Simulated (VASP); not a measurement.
**Cd (Cadmium) with LDA: from relaxation to properties**

What structure does Cd (Cadmium) take at this level, and what are its properties? The steps: relaxing cell and atoms (LDA), second relaxation, density, ELF and potential (LDA), bands along the symmetry lines (LDA), density of states (LDA), volume scan with LDA, fit for LDA and zone-centre phonons (LDA). The start is a cell from a database of measured crystal structures.

Method: LDA; plane waves and PAW (Cd), in VASP 6.6.1.

## (1) Starting point

Before any relaxation, the start is as follows. The structure is hexagonal, space group P6_3/mmc (No. 194). Conventional cell: a = 2.979 Å, b = 2.979 Å, c = 5.618 Å, α = 90.00°, β = 90.00°, γ = 120.00°. Nearest to Cd lie 12 Cd at 2.98 to 3.29 Å.

## (2) Relaxing cell and atoms (LDA)

The start need not lie at this functional's minimum. ISIF = 3 frees volume, shape and positions, and EDIFFG sets the threshold on forces and stress at which the search stops. LDA, the lowest rung, knows the local density alone.

Input file INCAR:

```
SYSTEM = Cd
PREC = Accurate
ENCUT = 400
EDIFF = 1E-06
NELM = 100
ISMEAR = 1
SIGMA = 0.2
LREAL = .FALSE.
ALGO = Normal
GGA = CA
NBANDS = 18
LORBIT = 11
LWAVE = .FALSE.
LCHARG = .FALSE.
KPAR = 2
IBRION = 2
NSW = 60
ISIF = 3
EDIFFG = -0.01
```

Input file POSCAR:

```
Cd
1.0
    2.9788700000      0.0000000000      0.0000000000
   -1.4894350000      2.5797770946      0.0000000000
    0.0000000000      0.0000000000      5.6176500000
Cd
2
Direct
    0.3333333333      0.6666666667      0.2500000000
    0.6666666667      0.3333333333      0.7500000000
```

Input file KPOINTS:

```
Automatic mesh
0
Gamma
10 10 5
0 0 0
```

Potentials, in the order of the species: Cd (LDA family, release 64).

On the command line:

```console
$ mpirun -np 2 vasp_std
```

Log:

```text
[banner, memory and clock lines left out]
running    2 mpi-ranks, on    1 nodes
 distrk:  each k-point on    1 cores,    2 groups
 distr:  one band on    1 cores,    1 groups

 POSCAR found type information on POSCAR Cd
 POSCAR found :  1 types and       2 ions
 LDA part: xc-table for (Slater(with rela. corr.)+CA(PZ))
 , standard interpolation
 POSCAR, INCAR and KPOINTS ok, starting setup
 FFT: planning ... GRIDC
 FFT: planning ... GRID_SOFT
 FFT: planning ... GRID
 WAVECAR not read
 entering main loop
       N       E                     dE             d eps       ncg     rms          rms(c)
DAV:   1     0.154192169603E+03    0.15419E+03   -0.11404E+04  1512   0.109E+03
DAV:   2     0.273500364588E+00   -0.15392E+03   -0.14971E+03  1560   0.323E+02
DAV:   3    -0.316487491102E+01   -0.34384E+01   -0.34319E+01  1724   0.560E+01
DAV:   4    -0.317036047341E+01   -0.54856E-02   -0.54852E-02  1720   0.206E+00
DAV:   5    -0.317037810369E+01   -0.17630E-04   -0.17630E-04  1668   0.117E-01    0.458E+00
DAV:   6    -0.303343828338E+01    0.13694E+00   -0.31371E-01  1624   0.690E+00    0.367E+00
DAV:   7    -0.301791725707E+01    0.15521E-01   -0.27948E-02  1684   0.147E+00    0.175E+00
DAV:   8    -0.301528252101E+01    0.26347E-02   -0.34267E-03  1598   0.784E-01    0.872E-02
DAV:   9    -0.301529150351E+01   -0.89825E-05   -0.25884E-05  1656   0.555E-02    0.339E-02
DAV:  10    -0.301529706843E+01   -0.55649E-05   -0.70348E-06  1614   0.326E-02    0.242E-03
DAV:  11    -0.301529710185E+01   -0.33415E-07   -0.60553E-08   830   0.226E-03
   1 F= -.30152971E+01 E0= -.30159342E+01  d E =-.301530E+01
 curvature:   0.00 expect dE= 0.000E+00 dE for cont linesearch  0.000E+00
 trial: gam= 0.00000 g(F)=  0.289E-47 g(S)=  0.126E+00 ort = 0.000E+00 (trialstep = 0.100E+01)
 search vector abs. value=  0.126E+00
 bond charge predicted
       N       E                     dE             d eps       ncg     rms          rms(c)
DAV:   1    -0.618943358286E+01   -0.31741E+01   -0.53428E+01  1568   0.889E+01    0.114E+01
DAV:   2    -0.320893319938E+01    0.29805E+01   -0.86224E+00  1562   0.413E+01    0.268E+00
DAV:   3    -0.309163015253E+01    0.11730E+00   -0.28731E-01  1710   0.517E+00    0.185E+00
DAV:   4    -0.306060487673E+01    0.31025E-01   -0.26344E-02  1598   0.103E+00    0.414E-01
DAV:   5    -0.305988603878E+01    0.71884E-03   -0.12726E-03  1716   0.211E-01    0.133E-01
DAV:   6    -0.306001387416E+01   -0.12784E-03   -0.70000E-05  1600   0.593E-02    0.326E-02
DAV:   7    -0.306001881667E+01   -0.49425E-05   -0.19541E-06  1442   0.952E-03    0.303E-03
DAV:   8    -0.306001884204E+01   -0.25365E-07   -0.54031E-08   796   0.206E-03
   2 F= -.30600188E+01 E0= -.30601019E+01  d E =-.447217E-01
[...]
3 F= -.30659954E+01 E0= -.30661711E+01  d E =-.506983E-01
[...]
4 F= -.30686225E+01 E0= -.30686485E+01  d E =-.262710E-02
 trial-energy change:   -0.002627  1 .order   -0.002652   -0.003816   -0.001487
 step:   1.6336(harm=  1.5598)  dis= 0.00000  next Energy=    -3.069146 (dE=-0.315E-02)
 bond charge predicted
       N       E                     dE             d eps       ncg     rms          rms(c)
DAV:   1    -0.308113888453E+01   -0.12516E-01   -0.46738E-01  1568   0.587E+00    0.586E-01
DAV:   2    -0.307238677214E+01    0.87521E-02   -0.98876E-03  1596   0.133E+00    0.290E-01
DAV:   3    -0.306951753418E+01    0.28692E-02   -0.29442E-03  1566   0.505E-01    0.134E-01
DAV:   4    -0.306919907861E+01    0.31846E-03   -0.73743E-04  1616   0.251E-01    0.503E-02
DAV:   5    -0.306919904714E+01    0.31472E-07   -0.52262E-05  1592   0.852E-02    0.210E-02
DAV:   6    -0.306919750660E+01    0.15405E-05   -0.73361E-06  1580   0.343E-02    0.266E-03
DAV:   7    -0.306919748659E+01    0.20008E-07   -0.70211E-08   772   0.226E-03
   5 F= -.30691975E+01 E0= -.30693212E+01  d E =-.320209E-02
 curvature:  -0.79 expect dE=-0.343E-05 dE for cont linesearch -0.901E-06
 trial: gam= 0.00000 g(F)=  0.103E-48 g(S)=  0.432E-05 ort =-0.686E-04 (trialstep = 0.109E+01)
 search vector abs. value=  0.432E-05
 reached required accuracy - stopping structural energy minimisation
```

It took 27 s on 2 MPI ranks of AMD EPYC 7R43, shared host; peak memory 0.21 GiB.

Lines that name or quote the potential files are left out of all logs, and their timing lines are given in words.

Parts of OUTCAR (step 2):

```text
ion  position               nearest neighbor table
   1  0.333  0.667  0.250-   2 3.29   2 3.29   2 3.29   2 3.29   2 3.29   2 3.29
   2  0.667  0.333  0.750-   1 3.29   1 3.29   1 3.29   1 3.29   1 3.29   1 3.29

  LATTYP: Found a hexagonal cell.
 ALAT       =     2.9788700000
 C/A-ratio  =     1.8858325472

 Subroutine GETGRP returns: Found 24 space group operations
 (whereof 12 operations were pure point group operations)

The static configuration has the point symmetry D_3d.
 The point group associated with its full space group is D_6h.

 Found     42 irreducible k-points:

   k-points           NKPTS =     42   k-points in BZ     NKDIM =     42   number of bands    NBANDS=     18

   dimension x,y,z NGX =    20 NGY =   20 NGZ =   40
   dimension x,y,z NGXF=    40 NGYF=   40 NGZF=   80

   ENCUT  =  400.0 eV  29.40 Ry    5.42 a.u.   4.86  4.86  9.16*2*pi/ulx,y,z

   NELECT =      24.0000    total number of electrons

 k-points in reciprocal lattice and weights: Automatic mesh
   0.00000000  0.00000000  0.00000000       0.002
   0.10000000  0.00000000  0.00000000       0.012
   0.20000000  0.00000000  0.00000000       0.012
   0.30000000  0.00000000  0.00000000       0.012
   0.40000000 -0.00000000  0.00000000       0.012
   0.50000000  0.00000000  0.00000000       0.006
   0.10000000  0.10000000  0.00000000       0.012
   0.20000000  0.10000000  0.00000000       0.024
   0.30000000  0.10000000  0.00000000       0.024
[...]
0.40000000  0.20000000  0.40000000       0.024
   0.30000000  0.30000000  0.40000000       0.024

 average (electrostatic) potential at core
       1 -39.7588       2 -39.7588

 E-fermi :   3.2508

 k-point     1 :       0.0000    0.0000    0.0000
  band No.  band energies     occupation
    ...
      9      -5.4889      2.00000
     10      -5.1570      2.00000
     11      -5.1570      2.00000
     12      -0.0124      2.00000
     13       0.5374      2.00000
     14      14.8223      0.00000
     15      18.0537      0.00000
     16      18.6657      0.00000
     17      18.6657      0.00000
     18      19.5533      0.00000

 k-point     2 :       0.1000    0.0000    0.0000
  band No.  band energies     occupation
    ...
      9      -5.5279      2.00000
     10      -5.3143      2.00000
     11      -5.1528      2.00000
     12       0.4244      2.00000
     13       0.6759      2.00000
     14      15.1728      0.00000
     15      15.3197      0.00000
     16      17.0060      0.00000
     17      17.7670      0.00000
     18      19.3668      0.00000

 k-point     3 :       0.2000    0.0000    0.0000
  band No.  band energies     occupation
    ...
      9      -5.5762      2.00000
     10      -5.1517      2.00000
     11      -5.0580      2.00000
     12       1.1471      2.00000
     13       1.5712      2.00000
     14      11.3756      0.00000
     15      14.9680      0.00000
     16      15.8751      0.00000
     17      16.4700      0.00000
     18      17.0254      0.00000

  Total        0.0055279      0.0055279      0.0108685      0.0000000      0.0000000      0.0000000
  in kB        0.2220991      0.2220991      0.4366745      0.0000000      0.0000000      0.0000000
  external PRESSURE =       0.2936242 kB  Pullay stress =       0.0000000 kB

  energy-cutoff  :      400.00
  volume of cell :       39.88
      direct lattice vectors                 reciprocal lattice vectors
     2.918618869  0.000000000 -0.000000000     0.342627813  0.197816260 -0.000000000
    -1.459309434  2.527598084  0.000000000    -0.000000000  0.395632520 -0.000000000
    -0.000000000  0.000000000  5.405523562     0.000000000 -0.000000000  0.184995956

 POSITION                                       TOTAL-FORCE (eV/Angst)
 -----------------------------------------------------------------------------------
     -0.00000      1.68507      1.35138        -0.000000     -0.000000     -0.000000
      1.45931      0.84253      4.05414         0.000000      0.000000      0.000000
 -----------------------------------------------------------------------------------
    total drift:                               -0.000000      0.000000      0.000000

  FREE ENERGIE OF THE ION-ELECTRON SYSTEM (eV)
  ---------------------------------------------------
  free  energy   TOTEN  =        -3.0691974866 eV

  energy  without entropy=       -3.0695687111  energy(sigma->0) =       -3.06932123

 reached required accuracy - stopping structural energy minimisation

 total charge
# of ion       s       p       d       tot
------------------------------------------
    1        0.539   0.352   9.473  10.364
    2        0.539   0.352   9.473  10.364
--------------------------------------------------
tot          1.077   0.704  18.947  20.728

[... 3 further parts left out ...]
```

CONTCAR:

```
Cd
   1.00000000000000
     2.9186188686782986    0.0000000000000000   -0.0000000000000000
    -1.4593094343391493    2.5275980842668915    0.0000000000000000
    -0.0000000000000000    0.0000000000000000    5.4055235616526236
  Cd
     2
Direct
     0.3333333332999970    0.6666666667000030    0.2500000000000000
     0.6666666667000030    0.3333333332999970    0.7500000000000000
```

The k-mesh is coarse for a metal. The run keeps the 24 symmetry operations of its start, so it cannot find a distortion of lower symmetry.

Step by step:

| step | energy less that of the first step (eV) | largest force (eV/Å) | pressure (GPa) | volume (Å³) |
| --- | --- | --- | --- | --- |
| 1 | 0.0000 | 0.0000 | -4.90 | 43.17 |
| 2 | -0.0447 | 0.0000 | 2.04 | 39.17 |
| 3 | -0.0507 | 0.0000 | -0.03 | 40.11 |
| 4 | -0.0533 | 0.0000 | 0.01 | 39.98 |
| 5 | -0.0539 | 0.0000 | 0.03 | 39.88 |

| conventional cell, symmetrised | before | after | change |
| --- | --- | --- | --- |
| a (Å) | 2.979 | 2.919 | -2.0 % |
| b (Å) | 2.979 | 2.919 | -2.0 % |
| c (Å) | 5.618 | 5.406 | -3.8 % |
| volume (Å³/atom) | 21.59 | 19.94 | -7.6 % |

The relaxed structure:

```cif
data_structure
_symmetry_space_group_name_H-M 'P 1'
_symmetry_Int_Tables_number 1
_cell_length_a 2.9186
_cell_length_b 2.9186
_cell_length_c 5.4055
_cell_angle_alpha 90.000
_cell_angle_beta 90.000
_cell_angle_gamma 120.000
_cell_volume 39.88
loop_
_atom_site_label
_atom_site_type_symbol
_atom_site_fract_x
_atom_site_fract_y
_atom_site_fract_z
_atom_site_occupancy
Cd1 Cd 0.33333 0.66667 0.25000 1
Cd2 Cd 0.66667 0.33333 0.75000 1
```

Numbers from this step:

```
electrons                       : 24
bands                           : 18
irreducible k points            : 42
symmetry operations             : 24
free energy (TOTEN)             : -3.069 eV
energy at zero smearing         : -3.069 eV
Fermi energy                    : 3.251 eV
pressure                        : 0.02936 GPa
metallic                        : yes
SCF cycles over all ionic steps : 41
```

It ends with forces that vanish by symmetry and a pressure of 0.03 GPa. The volume lies -7.6 % from that of the database's start, which holds the thermal and zero-point expansion of its experiment. LDA is known to overbind.

## (3) Second relaxation

The basis stayed that of the start cell while the cell moved. A rerun from the cell reached resets it; the error of the finite cutoff stays.

INCAR is that of step 2.

Input file POSCAR:

```
Cd
1.0
    2.9186188687      0.0000000000      0.0000000000
   -1.4593094343      2.5275980843      0.0000000000
    0.0000000000      0.0000000000      5.4055235617
Cd
2
Direct
    0.3333333333      0.6666666667      0.2500000000
    0.6666666667      0.3333333333      0.7500000000
```

KPOINTS is that of step 2.

On the command line:

```console
$ mpirun -np 2 vasp_std
```

Log:

```text
[... set-up lines as in an earlier step ...]
 entering main loop
       N       E                     dE             d eps       ncg     rms          rms(c)
DAV:   1     0.153459347721E+03    0.15346E+03   -0.11641E+04  1520   0.112E+03
DAV:   2     0.113650076839E+00   -0.15335E+03   -0.14995E+03  1556   0.325E+02
DAV:   3    -0.322344902486E+01   -0.33371E+01   -0.33307E+01  1740   0.551E+01
DAV:   4    -0.322911562082E+01   -0.56666E-02   -0.56663E-02  1720   0.207E+00
DAV:   5    -0.322913241841E+01   -0.16798E-04   -0.16798E-04  1674   0.114E-01    0.564E+00
DAV:   6    -0.307306540806E+01    0.15607E+00   -0.34416E-01  1622   0.756E+00    0.431E+00
DAV:   7    -0.305470775192E+01    0.18358E-01   -0.35187E-02  1724   0.177E+00    0.184E+00
DAV:   8    -0.305221001407E+01    0.24977E-02   -0.43461E-03  1582   0.902E-01    0.977E-02
DAV:   9    -0.305221848529E+01   -0.84712E-05   -0.16355E-05  1704   0.468E-02    0.388E-02
DAV:  10    -0.305222461189E+01   -0.61266E-05   -0.54819E-06  1666   0.272E-02    0.287E-03
DAV:  11    -0.305222464874E+01   -0.36844E-07   -0.90741E-08   826   0.314E-03
   1 F= -.30522246E+01 E0= -.30523477E+01  d E =-.305222E+01
 curvature:   0.00 expect dE= 0.000E+00 dE for cont linesearch  0.000E+00
 trial: gam= 0.00000 g(F)=  0.413E-50 g(S)=  0.351E-03 ort = 0.000E+00 (trialstep = 0.100E+01)
 search vector abs. value=  0.351E-03
 bond charge predicted
       N       E                     dE             d eps       ncg     rms          rms(c)
DAV:   1    -0.306023636744E+01   -0.80118E-02   -0.14348E-01  1570   0.484E+00    0.633E-01
DAV:   2    -0.305287954654E+01    0.73568E-02   -0.18668E-02  1570   0.190E+00    0.196E-01
DAV:   3    -0.305243742260E+01    0.44212E-03   -0.78709E-04  1738   0.322E-01    0.158E-01
DAV:   4    -0.305233004134E+01    0.10738E-03   -0.93085E-05  1578   0.713E-02    0.140E-02
DAV:   5    -0.305233011714E+01   -0.75799E-07   -0.21926E-06  1280   0.150E-02
   2 F= -.30523301E+01 E0= -.30524567E+01  d E =-.105468E-03
[...]
3 F= -.30523477E+01 E0= -.30524736E+01  d E =-.123008E-03
[...]
4 F= -.30523494E+01 E0= -.30524747E+01  d E =-.124715E-03
 curvature:  -0.34 expect dE=-0.866E-05 dE for cont linesearch -0.914E-08
 trial: gam= 0.06304 g(F)=  0.768E-48 g(S)=  0.252E-04 ort = 0.305E-05 (trialstep = 0.938E+00)
 search vector abs. value=  0.269E-04
 bond charge predicted
       N       E                     dE             d eps       ncg     rms          rms(c)
DAV:   1    -0.305249958929E+01   -0.15022E-03   -0.55374E-03  1572   0.624E-01    0.593E-02
DAV:   2    -0.305240472528E+01    0.94864E-04   -0.83126E-05  1594   0.121E-01    0.311E-02
DAV:   3    -0.305236771262E+01    0.37013E-04   -0.44945E-05  1566   0.610E-02    0.119E-02
DAV:   4    -0.305236618140E+01    0.15312E-05   -0.69887E-06  1630   0.262E-02    0.577E-03
DAV:   5    -0.305236615671E+01    0.24685E-07   -0.39171E-07   772   0.794E-03
   5 F= -.30523662E+01 E0= -.30525125E+01  d E =-.167928E-04
 trial-energy change:   -0.000017  1 .order   -0.000015   -0.000024   -0.000007
 step:   1.3440(harm=  1.3440)  dis= 0.00000  next Energy=    -3.052366 (dE=-0.170E-04)
 reached required accuracy - stopping structural energy minimisation
```

Elapsed: 20 s, on 2 MPI ranks; peak memory 0.2 GiB.

Parts of OUTCAR (step 3):

```text
  LATTYP: Found a hexagonal cell.
 ALAT       =     2.9186188687
 C/A-ratio  =     1.8520827161

 Found     42 irreducible k-points:

   dimension x,y,z NGX =    20 NGY =   20 NGZ =   36
   dimension x,y,z NGXF=    40 NGYF=   40 NGZF=   72

   ENCUT  =  400.0 eV  29.40 Ry    5.42 a.u.   4.76  4.76  8.82*2*pi/ulx,y,z

   NELECT =      24.0000    total number of electrons

 E-fermi :   3.2891

 k-point     1 :       0.0000    0.0000    0.0000
  band No.  band energies     occupation
    ...
      9      -5.4658      2.00000
     10      -5.1296      2.00000
     11      -5.1296      2.00000
     12       0.0040      2.00000
     13       0.5849      2.00000
     14      14.9082      0.00000
     15      18.0864      0.00000
     16      18.7140      0.00000
     17      18.7140      0.00000
     18      19.5024      0.00000

 k-point     2 :       0.1000    0.0000    0.0000
  band No.  band energies     occupation
    ...
      9      -5.5048      2.00000
     10      -5.2885      2.00000
     11      -5.1253      2.00000
     12       0.4431      2.00000
     13       0.7230      2.00000
     14      15.2600      0.00000
     15      15.3608      0.00000
     16      17.0505      0.00000
     17      17.8056      0.00000
     18      19.4594      0.00000

  Total        0.0101605      0.0101605     -0.0032566      0.0000000      0.0000000      0.0000000
  in kB        0.4097092      0.4097092     -0.1313172      0.0000000      0.0000000      0.0000000
  external PRESSURE =       0.2293671 kB  Pullay stress =       0.0000000 kB

  energy-cutoff  :      400.00
  volume of cell :       39.73
      direct lattice vectors                 reciprocal lattice vectors
     2.916285565 -0.000000000  0.000000000     0.342901948  0.197974532  0.000000000
    -1.458142782  2.525577384 -0.000000000     0.000000000  0.395949064  0.000000000
    -0.000000000 -0.000000000  5.394599462    -0.000000000  0.000000000  0.185370574

 POSITION                                       TOTAL-FORCE (eV/Angst)
 -----------------------------------------------------------------------------------
     -0.00000      1.68372      1.34865        -0.000000      0.000000      0.000000
      1.45814      0.84186      4.04595         0.000000     -0.000000     -0.000000
 -----------------------------------------------------------------------------------
    total drift:                               -0.000000      0.000000      0.000000

  FREE ENERGIE OF THE ION-ELECTRON SYSTEM (eV)
  ---------------------------------------------------
  free  energy   TOTEN  =        -3.0523661567 eV

  energy  without entropy=       -3.0528050403  energy(sigma->0) =       -3.05251245

 total charge
# of ion       s       p       d       tot
------------------------------------------
    1        0.539   0.354   9.471  10.364
    2        0.539   0.354   9.471  10.364
--------------------------------------------------
tot          1.078   0.708  18.942  20.729

[... 4 parts as in an earlier step ...]

[... 7 further parts left out ...]
```

CONTCAR:

```
Cd
   1.00000000000000
     2.9162855648533537   -0.0000000000000462    0.0000000000000000
    -1.4581427823767568    2.5255773838939808   -0.0000000000000000
    -0.0000000000000000   -0.0000000000000000    5.3945994618029625
  Cd
     2
Direct
     0.3333333332999970    0.6666666667000030    0.2500000000000000
     0.6666666667000030    0.3333333332999970    0.7500000000000000
```

The steps of the relaxation:

| step | energy less that of the first step (eV) | largest force (eV/Å) | pressure (GPa) | volume (Å³) |
| --- | --- | --- | --- | --- |
| 1 | 0.0000 | 0.0000 | -0.28 | 39.88 |
| 2 | -0.0001 | 0.0000 | 0.02 | 39.68 |
| 3 | -0.0001 | 0.0000 | 0.06 | 39.72 |
| 4 | -0.0001 | 0.0000 | 0.01 | 39.74 |
| 5 | -0.0001 | 0.0000 | 0.02 | 39.73 |

| conventional cell, symmetrised | before | after | change |
| --- | --- | --- | --- |
| a (Å) | 2.919 | 2.916 | -0.1 % |
| b (Å) | 2.919 | 2.916 | -0.1 % |
| c (Å) | 5.406 | 5.395 | -0.2 % |
| volume (Å³/atom) | 19.94 | 19.87 | -0.4 % |

The relaxed structure:

```cif
data_structure
_symmetry_space_group_name_H-M 'P 1'
_symmetry_Int_Tables_number 1
_cell_length_a 2.9163
_cell_length_b 2.9163
_cell_length_c 5.3946
_cell_angle_alpha 90.000
_cell_angle_beta 90.000
_cell_angle_gamma 120.000
_cell_volume 39.73
loop_
_atom_site_label
_atom_site_type_symbol
_atom_site_fract_x
_atom_site_fract_y
_atom_site_fract_z
_atom_site_occupancy
Cd1 Cd 0.33333 0.66667 0.25000 1
Cd2 Cd 0.66667 0.33333 0.75000 1
```

Numbers from this step:

* free energy (TOTEN): -3.052 eV
* energy at zero smearing: -3.053 eV
* Fermi energy: 3.289 eV
* pressure: 0.02294 GPa
* SCF cycles over all ionic steps: 31

It ends with forces that vanish by symmetry and a pressure of 0.02 GPa.

(Continued in part 2 of 4.)

[Lines on the potential files, build, host, timing and source positions are cut from VASP's logs without a mark.]

[Logs are printed without paths, hosts, clocks, repeated set-up lines and the standing remarks that a program may print on its own settings, such as how far it seeks lower states.]

[Hosts, paths, dates, database ids (printed as entryN), source tags and the programs' standing remarks are cut or masked in the printed files.]

[A measured line is paired with the nearest computed mode of its activity, which favours agreement.]
